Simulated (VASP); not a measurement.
# GW on BAs, part 6 of 6

Aim: the quasiparticle gap of BAs, and what it costs to get it. The cell is of the zinc-blende type, one of the forms listed for this formula. The start is a cell from a database of measured crystal structures.

VASP 6.6.1, plane waves and PAW; the level of theory is named at each step.

So far, quasiparticle gap on the mesh (eV): step 4 (evGW0, evGW0 on PBE) 1.99; step 5 (evGW, evGW on PBE) 2.09; step 6 (QPGW0, QPGW0 on PBE) 2.03. Also gap on the k-mesh (eV): step 3 (empty bands, functional PBE) 1.26.

## (7) Orbitals for another starting point

This step: PBE; plane waves and PAW (As_GW, B_GW) (VASP 6.6.1).

A hybrid converges faster from good orbitals, so a cheap PBE run writes WAVECAR first.

INCAR reads:

```
SYSTEM = BAs
PREC = Accurate
ENCUT = 340
EDIFF = 1E-05
NELM = 100
ISMEAR = 0
SIGMA = 0.01
LREAL = .FALSE.
ALGO = Normal
GGA = PE
NBANDS = 10
LORBIT = 11
LWAVE = .TRUE.
LCHARG = .FALSE.
KPAR = 4
```

POSCAR reads:

```
BAs
1.0
    0.0000000000      2.3885000000      2.3885000000
    2.3885000000      0.0000000000      2.3885000000
    2.3885000000      2.3885000000      0.0000000000
As B
1 1
Direct
    0.7500000000      0.7500000000      0.7500000000
    0.0000000000      0.0000000000      0.0000000000
```

KPOINTS reads:

```
Automatic mesh
0
Gamma
6 6 6
0 0 0
```

Potentials, in the order of the species: As_GW and B_GW (PBE family, release 64).

Launch:

```sh
$ mpirun -np 4 vasp_std
```

The program printed:

```text
[... set-up lines as in an earlier step ...]
 entering main loop
       N       E                     dE             d eps       ncg     rms          rms(c)
[... 10 cycles as in an earlier step ...]
DAV:  11    -0.113813013761E+02    0.87334E-06   -0.72717E-06   278   0.157E-02
   1 F= -.11381301E+02 E0= -.11381301E+02  d E =-.358924E-61
 writing wavefunctions
```

Run time: 1.8 s. Hardware: 4 MPI ranks of Intel Xeon Platinum 8488C (Sapphire Rapids), shared host; peak memory 0.45 GiB.

OUTCAR, selected parts (step 7):

```text
   NELECT =       8.0000    total number of electrons

 E-fermi :   6.2889

 k-point     1 :       0.0000    0.0000    0.0000
  band No.  band energies     occupation
      1      -9.2369      2.00000
      2       6.1740      2.00000
      3       6.1740      2.00000
      4       6.1740      2.00000
      5       9.4403      0.00000
      6       9.4403      0.00000
      7       9.4403      0.00000
      8      10.8286      0.00000
      9      15.7362      0.00000
    ...

  Total        0.5005950      0.5005950      0.5005950      0.0000000     -0.0000000     -0.0000000
  in kB       29.4300771     29.4300771     29.4300771      0.0000000     -0.0000000     -0.0000000
  external PRESSURE =      29.4300771 kB  Pullay stress =       0.0000000 kB

  FREE ENERGIE OF THE ION-ELECTRON SYSTEM (eV)
  ---------------------------------------------------
  free  energy   TOTEN  =       -11.3813013761 eV

  energy  without entropy=      -11.3813013761  energy(sigma->0) =      -11.38130138

[... 10 parts as in an earlier step ...]

[... 8 further parts left out ...]
```

This step gave:

- Fermi energy: 6.289 eV
- pressure: 2.943 GPa
- gap on the k-mesh: 1.264 eV

The run ends at a pressure of 2.94 GPa.

## (8) Another starting point

This step: HSE06; plane waves and PAW (As_GW, B_GW) (VASP 6.6.1).

To see how much the result owes to its start, the ground state is made again with HSE06. A small SIGMA keeps every occupation at zero or full.

INCAR reads:

```
SYSTEM = BAs
PREC = Accurate
ENCUT = 340
EDIFF = 1E-08
NELM = 100
ISMEAR = 0
SIGMA = 0.01
LREAL = .FALSE.
ALGO = Normal
LHFCALC = .TRUE.
AEXX = 0.25
GGA = PE
HFSCREEN = 0.2
LASPH = .TRUE.
NBANDS = 10
PRECFOCK = Fast
LORBIT = 11
LWAVE = .TRUE.
LCHARG = .FALSE.
KPAR = 4
```

POSCAR is that of step 7.

KPOINTS is that of step 7.

The WAVECAR or CHGCAR of an earlier step is read.

Launch:

```sh
$ mpirun -np 4 vasp_std
```

The program printed:

```text
[banner, memory and clock lines left out]
running    4 mpi-ranks, on    1 nodes
 distrk:  each k-point on    1 cores,    4 groups
 distr:  one band on    1 cores,    1 groups

 POSCAR found type information on POSCAR AsB
 POSCAR found :  2 types and       2 ions
 LDA part: xc-table for (Slater+PW92), standard interpolation
 found WAVECAR, reading the header
 POSCAR, INCAR and KPOINTS ok, starting setup
 FFT: planning ... GRIDC
 FFT: planning ... GRID_SOFT
 FFT: planning ... GRID
 reading WAVECAR
 the WAVECAR file was read successfully
 initial charge from wavefunction
 entering main loop
       N       E                     dE             d eps       ncg     rms          rms(c)
DAV:   1    -0.132350101420E+02   -0.13235E+02   -0.33000E-01   446   0.433E+00    0.291E-01
DAV:   2    -0.132364564535E+02   -0.14463E-02   -0.56984E-03   368   0.524E-01    0.187E-01
DAV:   3    -0.132359666365E+02    0.48982E-03   -0.91660E-04   440   0.194E-01    0.108E-01
DAV:   4    -0.132358315927E+02    0.13504E-03   -0.11950E-04   482   0.808E-02    0.638E-02
DAV:   5    -0.132357772996E+02    0.54293E-04   -0.18453E-05   374   0.323E-02    0.382E-02
DAV:   6    -0.132357591084E+02    0.18191E-04   -0.11053E-05   428   0.191E-02    0.227E-02
DAV:   7    -0.132357538884E+02    0.52200E-05   -0.29778E-06   428   0.112E-02    0.136E-02
DAV:   8    -0.132357525284E+02    0.13600E-05   -0.75476E-07   472   0.666E-03    0.807E-03
DAV:   9    -0.132357523179E+02    0.21043E-06   -0.23521E-07   444   0.401E-03    0.477E-03
DAV:  10    -0.132357522755E+02    0.42461E-07   -0.80218E-08   468   0.227E-03    0.282E-03
DAV:  11    -0.132357523138E+02   -0.38280E-07   -0.25228E-08   360   0.125E-03    0.167E-03
DAV:  12    -0.132357523576E+02   -0.43792E-07   -0.83484E-09   214   0.722E-04    0.997E-04
DAV:  13    -0.132357524016E+02   -0.44060E-07   -0.51566E-09   214   0.537E-04    0.588E-04
DAV:  14    -0.132357524296E+02   -0.27959E-07   -0.17715E-09   204   0.307E-04    0.350E-04
DAV:  15    -0.132357524467E+02   -0.17133E-07   -0.93033E-10   202   0.220E-04    0.206E-04
DAV:  16    -0.132357524580E+02   -0.11327E-07   -0.43015E-10   196   0.164E-04    0.122E-04
DAV:  17    -0.132357524649E+02   -0.68434E-08   -0.21102E-10   196   0.109E-04
   1 F= -.13235752E+02 E0= -.13235752E+02  d E =-.196249E-13
 writing wavefunctions
```

Run time: 29 s. Hardware: 4 MPI ranks; peak memory 0.82 GiB.

From OUTCAR (step 8):

```text
   k-points           NKPTS =     16   k-points in BZ     NKDIM =    216   number of bands    NBANDS=     10

   NELECT =       8.0000    total number of electrons

  exchange ACFDT corr.  =         0.00000000  see jH, gK, PRB 81, 115126

 E-fermi :   5.7963

 k-point     1 :       0.0000    0.0000    0.0000
  band No.  band energies     occupation
      1     -11.1953      2.00000
      2       5.7493      2.00000
      3       5.7493      2.00000
      4       5.7493      2.00000
      5       9.8779      0.00000
      6       9.8779      0.00000
      7       9.8779      0.00000
      8      11.5870      0.00000
      9      16.3564      0.00000
    ...

 POSITION                                       TOTAL-FORCE (eV/Angst)
 -----------------------------------------------------------------------------------
      3.58275      3.58275      3.58275         0.000000      0.000000      0.000000
      0.00000      0.00000      0.00000        -0.000000     -0.000000     -0.000000
 -----------------------------------------------------------------------------------
    total drift:                                0.000002     -0.000002      0.000000

  FREE ENERGIE OF THE ION-ELECTRON SYSTEM (eV)
  ---------------------------------------------------
  free  energy   TOTEN  =       -13.2357524649 eV

  energy  without entropy=      -13.2357524649  energy(sigma->0) =      -13.23575246

[... 7 parts as in an earlier step ...]

[... 9 further parts left out ...]
```

The PAW data sets were made with PBE, which is usual practice but a small mismatch for other functionals.

This step gave:

```
free energy (TOTEN)            : -13.24 eV
Fermi energy                   : 5.796 eV
gap on the k-mesh              : 1.951 eV
least direct gap on the k-mesh : 4.129 eV
```

## (9) Empty bands, functional HSE06

The next step needs empty bands that the ground-state run didn't converge, so the Hamiltonian is diagonalised exactly for NBANDS bands, in a single step. LOPTICS writes the k-derivatives of the orbitals (WAVEDER), which give the long-wavelength limit of the screening.

INCAR reads:

```
SYSTEM = BAs
PREC = Accurate
ENCUT = 340
ISMEAR = 0
SIGMA = 0.01
LREAL = .FALSE.
LHFCALC = .TRUE.
AEXX = 0.25
GGA = PE
HFSCREEN = 0.2
LASPH = .TRUE.
NBANDS = 152
PRECFOCK = Fast
ALGO = Exact
NELM = 1
LWAVE = .TRUE.
LCHARG = .FALSE.
LOPTICS = .TRUE.
NEDOS = 1000
CSHIFT = 0.1
```

POSCAR is that of step 8.

KPOINTS is that of step 8.

The run starts from files that an earlier step left in the folder.

Launch:

```sh
$ mpirun -np 4 vasp_std
```

The program printed:

```text
[... set-up lines as in an earlier step ...]
 entering main loop
       N       E                     dE             d eps       ncg     rms          rms(c)
DIA:   1    -0.132357524745E+02   -0.13236E+02    0.00000E+00     0   0.000E+00
   1 F= -.13235752E+02 E0= -.13235752E+02  d E =-.105337E-27
 writing wavefunctions
 optical routines
 imaginary and real dielectric function
 recalculating local potential from charge density
 direction            1
 direction            2
 direction            3
```

Wall time 70 s (4 MPI ranks); peak memory 0.93 GiB.

OUTCAR, selected parts (step 9):

```text
  FREE ENERGIE OF THE ION-ELECTRON SYSTEM (eV)
  ---------------------------------------------------
  free  energy   TOTEN  =       -13.2357524745 eV

  energy  without entropy=      -13.2357524745  energy(sigma->0) =      -13.23575247

[... 3 parts as in an earlier step ...]

[... 1 further part left out ...]
[key lines of the parts left out:]
E-fermi :   5.8235
```

## (10) G0W0

This step: G0W0 on HSE06; plane waves and PAW (As_GW, B_GW) (VASP 6.6.1).

One pass of GW corrects the levels to first order, with G and W from the starting orbitals.

INCAR reads:

```
SYSTEM = BAs
PREC = Accurate
ENCUT = 340
ISMEAR = 0
SIGMA = 0.01
LREAL = .FALSE.
LHFCALC = .TRUE.
AEXX = 0.25
GGA = PE
HFSCREEN = 0.2
LASPH = .TRUE.
NBANDS = 152
PRECFOCK = Fast
ALGO = EVGW0
NELMGW = 1
ENCUTGW = 180
NOMEGA = 48
NBANDSGW = 12
LWAVE = .FALSE.
LCHARG = .FALSE.
```

POSCAR is that of step 9.

KPOINTS is that of step 9.

The WAVECAR or CHGCAR of an earlier step is read.

Launch:

```sh
$ mpirun -np 4 vasp_std
```

The program printed:

```text
[banner, memory and clock lines left out]
running    4 mpi-ranks, on    1 nodes
 distrk:  each k-point on    4 cores,    1 groups
 distr:  one band on    1 cores,    4 groups

 POSCAR found type information on POSCAR AsB
 POSCAR found :  2 types and       2 ions
 [... a notice as in an earlier step ...]

 LDA part: xc-table for (Slater+PW92), standard interpolation
 found WAVECAR, reading the header
 POSCAR, INCAR and KPOINTS ok, starting setup
 FFT: planning ... GRIDC
 FFT: planning ... GRID_SOFT
 FFT: planning ... GRID
 reading WAVECAR
 the WAVECAR file was read successfully
 initial charge from wavefunction
 available memory per node:     63.24 GB, setting MAXMEM to     64756

 The Fermi energy was updated, please check that it is located mid-gap
 values below the HOMO (VB) or above the LUMO (CB) will cause erroneous energies
 E-fermi :   6.7247

 calculate exact exchange contribution
 the WAVEDER file was read successfully
energies w=
    0.000    0.000    0.831    0.000    1.658    0.000    2.478    0.000
    3.290    0.000    4.089    0.000    4.876    0.000    5.649    0.000
    6.407    0.000    7.151    0.000    7.882    0.000    8.601    0.000
    9.309    0.000   10.010    0.000   10.704    0.000   11.394    0.000
   12.083    0.000   12.773    0.000   13.468    0.000   14.170    0.000
   14.884    0.000   15.613    0.000   16.361    0.000   17.133    0.000
   17.935    0.000   18.773    0.000   19.653    0.000   20.585    0.000
   21.577    0.000   22.642    0.000   23.794    0.000   25.051    0.000
   26.433    0.000   27.968    0.000   29.691    0.000   31.648    0.000
   33.895    0.000   36.515    0.000   39.616    0.000   43.355    0.000
   47.958    0.000   53.773    0.000   61.353    0.000   71.641    0.000
   86.384    0.000  109.225    0.000  149.217    0.000  236.848    0.000
 responsefunction array rank=     172
 LDA part: xc-table for (Slater+PW92), standard interpolation

 min. memory requirement per mpi rank    180.1 MB, per node    720.3 MB

 allocating  12 responsefunctions rank=   172
 shmem allocating  48 responsefunctions rank=   172
 response function shared by NCSHMEM nodes    1
 Doing           12  frequencies on each core in blocks of           48
NQ=   1    0.0000    0.0000    0.0000,
|.........|.........|.........|.........|.........|.........|.........|.........
 performed        314000 updates of chi_q(r,r)
 total number of BLAS operations         71.77 Gflops
NQ=   2    0.1667    0.0000    0.0000,
|.........|.........|.........|.........|.........|.........|.........|.........
 performed        876000 updates of chi_q(r,r)
 total number of BLAS operations        177.05 Gflops
NQ=   3    0.3333    0.0000    0.0000,
|.........|.........|.........|.........|.........|.........|.........|.........
 performed       1438000 updates of chi_q(r,r)
 total number of BLAS operations        282.33 Gflops
NQ=   4    0.5000    0.0000    0.0000,
|.........|.........|.........|.........|.........|.........|.........|.........
 performed       1912000 updates of chi_q(r,r)
 total number of BLAS operations        374.73 Gflops
NQ=   5    0.1667    0.1667    0.0000,
|.........|.........|.........|.........|.........|.........|.........|.........
 performed       2474000 updates of chi_q(r,r)
 total number of BLAS operations        480.01 Gflops
NQ=   6    0.3333    0.1667    0.0000,
|.........|.........|.........|.........|.........|.........|.........|.........
 performed       3349000 updates of chi_q(r,r)
 total number of BLAS operations        637.68 Gflops
NQ=   7    0.5000    0.1667    0.0000,
|.........|.........|.........|.........|.........|.........|.........|.........
 performed       4224000 updates of chi_q(r,r)
 total number of BLAS operations        787.04 Gflops
NQ=   8   -0.3333    0.1667    0.0000,
|.........|.........|.........|.........|.........|.........|.........|.........
 performed       5099000 updates of chi_q(r,r)
 total number of BLAS operations        951.08 Gflops
NQ=   9   -0.1667    0.1667    0.0000,
|.........|.........|.........|.........|.........|.........|.........|.........
 performed       5858000 updates of chi_q(r,r)
 total number of BLAS operations       1095.11 Gflops
NQ=  10    0.3333    0.3333    0.0000,
|.........|.........|.........|.........|.........|.........|.........|.........
 performed       6420000 updates of chi_q(r,r)
 total number of BLAS operations       1200.39 Gflops
NQ=  11    0.5000    0.3333    0.0000,
|.........|.........|.........|.........|.........|.........|.........|.........
 performed       7295000 updates of chi_q(r,r)
 total number of BLAS operations       1345.69 Gflops
NQ=  12   -0.3333    0.3333    0.0000,
|.........|.........|.........|.........|.........|.........|.........|.........
 performed       8054000 updates of chi_q(r,r)
 total number of BLAS operations       1468.16 Gflops
NQ=  13    0.5000    0.5000    0.0000,
|.........|.........|.........|.........|.........|.........|.........|.........
 performed       8477000 updates of chi_q(r,r)
 total number of BLAS operations       1544.39 Gflops
NQ=  14    0.5000    0.3333    0.1667,
|.........|.........|.........|.........|.........|.........|.........|.........
 performed       9462000 updates of chi_q(r,r)
 total number of BLAS operations       1721.76 Gflops
NQ=  15   -0.3333    0.3333    0.1667,
|.........|.........|.........|.........|.........|.........|.........|.........
 performed      10388000 updates of chi_q(r,r)
 total number of BLAS operations       1888.61 Gflops
NQ=  16   -0.3333    0.5000    0.1667,
|.........|.........|.........|.........|.........|.........|.........|.........
 performed      11150000 updates of chi_q(r,r)
 total number of BLAS operations       2025.92 Gflops
 resolving degeneracies of screened two electron integrals

 calculate QP shifts <psi_nk| G(iteration)W_0 |psi_nk>: iteration 1
 entering main loop
```

Elapsed: 53 s, on 4 MPI ranks; peak memory 1.3 GiB; 3.5 min of CPU time.

Parts of OUTCAR (step 10):

```text
   NELECT =       8.0000    total number of electrons

 E-fermi :   6.7247

 QP shifts <psi_nk| G(iteration)W_0 |psi_nk>: iteration 1
 for sc-GW calculations column KS-energies equals QP-energies in previous step
 and V_xc(KS)=  KS-energies - (<T + V_ion + V_H > + <T+V_H+V_ion>^1  + <V_x>^1)
 k-point   1 :       0.0000    0.0000    0.0000
  band No.  KS-energies  QP-energies   sigma(KS)   V_xc(KS)     V^pw_x(r,r')   Z            occupation Imag(sigma)
      1     -11.1953     -10.7541     -12.9872     -13.6001     -19.5994       0.7198       2.0000       1.1971
      2       5.7493       5.4227     -13.3684     -12.9649     -14.1280       0.8094       2.0000       0.0579
      3       5.7493       5.4227     -13.3684     -12.9649     -14.1280       0.8094       2.0000       0.0579
      4       5.7493       5.4227     -13.3684     -12.9649     -14.1280       0.8094       2.0000       0.0579
      5       9.8779       9.8833     -10.8766     -10.8833      -6.6496       0.8051       0.0000      -0.0747
      6       9.8779       9.8833     -10.8766     -10.8833      -6.6496       0.8051       0.0000      -0.0747
      7       9.8779       9.8833     -10.8766     -10.8833      -6.6496       0.8051       0.0000      -0.0747
      8      11.5870      11.6138     -11.7037     -11.7380      -6.4932       0.7820       0.0000      -0.1085
    ...

 k-point   2 :       0.1667    0.0000    0.0000
  band No.  KS-energies  QP-energies   sigma(KS)   V_xc(KS)     V^pw_x(r,r')   Z            occupation Imag(sigma)
      1     -10.6962     -10.2648     -13.0000     -13.5929     -19.4583       0.7276       2.0000       1.1474
      2       2.5538       2.3165     -12.9910     -12.6920     -14.6613       0.7937       2.0000       0.0822
      3       5.0257       4.7242     -13.2176     -12.8440     -14.1547       0.8071       2.0000       0.0603
      4       5.0257       4.7242     -13.2176     -12.8440     -14.1547       0.8071       2.0000       0.0603
      5       9.9412       9.9271     -11.0265     -11.0090      -6.6064       0.8014       0.0000      -0.0810
      6      10.8274      10.7994     -10.9916     -10.9565      -6.4933       0.7980       0.0000      -0.0845
      7      10.8274      10.7994     -10.9916     -10.9565      -6.4933       0.7980       0.0000      -0.0845
      8      13.6032      13.4773     -11.4791     -11.3159      -5.8712       0.7714       0.0000      -0.1480
    ...

[... 8 parts as in an earlier step ...]

[... 8 further parts left out ...]
```

This step gave:

```
quasiparticle gap on the mesh                 : 2.191 eV
smallest direct quasiparticle gap on the mesh : 4.461 eV
gap of the starting orbitals on the mesh      : 1.951 eV
```

GW takes the gap from 1.951 to 2.191 eV. That is +294 meV against the one-shot pass on PBE. Spin-orbit coupling is left out. The value holds for 152 bands, ENCUTGW = 180 eV and this mesh, and isn't shown to be converged in them.

## (11) Summary

This step: GW series: evGW0 on PBE, evGW on PBE, QPGW0 on PBE, G0W0 on HSE06; plane waves and PAW (VASP 6.6.1).

No new run; the numbers come from the runs before.

Cost is wall time times ranks on a shared host, with the step that makes the empty bands. GW runs:

```tsv
level	bands	ENCUTGW (eV)	NOMEGA	k mesh	starting gap (eV)	quasiparticle gap (eV)	direct gap (eV)	cost (core minutes)
evGW0 on PBE	152	180	48	6x6x6	1.265	1.988	4.227	16.91
evGW on PBE	152	180	48	6x6x6	1.265	2.088	4.346	15.98
QPGW0 on PBE	152	180	48	6x6x6	1.265	2.025	4.27	65.59
G0W0 on HSE06	152	180	48	6x6x6	1.951	2.191	4.461	8.2
```

## (12) Outcome

```yaml
evgw0_on_pbe_152_bands_encutgw_180_ev_nomega_48_mesh_6x6x6: 1.265 → 1.988 eV
evgw_on_pbe_152_bands_encutgw_180_ev_nomega_48_mesh_6x6x6: 1.265 → 2.089 eV
qpgw0_on_pbe_152_bands_encutgw_180_ev_nomega_48_mesh_6x6x6: 1.265 → 2.025 eV
g0w0_on_hse06_152_bands_encutgw_180_ev_nomega_48_mesh_6x6x6: 1.951 → 2.191 eV
```

What this shows: evGW0 gives a quasiparticle gap of 1.988 eV on the mesh, 0.72 eV over the PBE gap on the same mesh. On mesh and path the starting valence top lies at Γ and the conduction bottom at (0.409, 0, 0.409), so the starting gap is indirect. The GW mesh misses an edge: at the starting level the gap along the path is 0.10 eV smaller, and with that offset the quasiparticle gap would be about 1.89 eV. Over the final values of the levels run here the gap spans 1.99 to 2.19 eV. In evGW0 the first pass, which is the one-shot result, gives 1.897 eV and pass 4 gives 1.988 eV; the last pass changed the gap by +2 meV, so the loop is converged. In evGW the first pass, which is the one-shot result, gives 1.897 eV and pass 4 gives 2.088 eV; the last pass changed the gap by +10 meV, so the loop is converged. In QPGW0 the first pass gives 1.902 eV and pass 4 gives 2.025 eV; the last pass changed the gap by +14 meV, so more passes would move it further. One-shot gaps: 1.897 eV from PBE and 2.191 eV from HSE06. The starting gaps span 0.69 eV and the one-shot gaps 0.29 eV. Bands, response cutoff and mesh weren't tested for convergence. Spin-orbit coupling is left out; with As in the cell it can split or shift band edges, by an amount that depends on which atoms form them and isn't tested here. Not tabulated here, as repeats of values shown or as unfit to read for their mesh, reference level or band range: eps2 curves (empty bands); eps1 curves and static values (empty bands); gaps (empty bands).

[Lines on the potential files, build, host, timing and source positions are cut from VASP's logs without a mark.]

[Logs are printed without paths, hosts, clocks, repeated set-up lines and the standing remarks that a program may print on its own settings, such as how far it seeks lower states.]

[Hosts, paths, dates, database ids (printed as entryN), source tags and the programs' standing remarks are cut or masked in the printed files.]

[Pressures printed for these runs are not shown converged in the cutoff: they can be off by several GPa and have the wrong sign.]
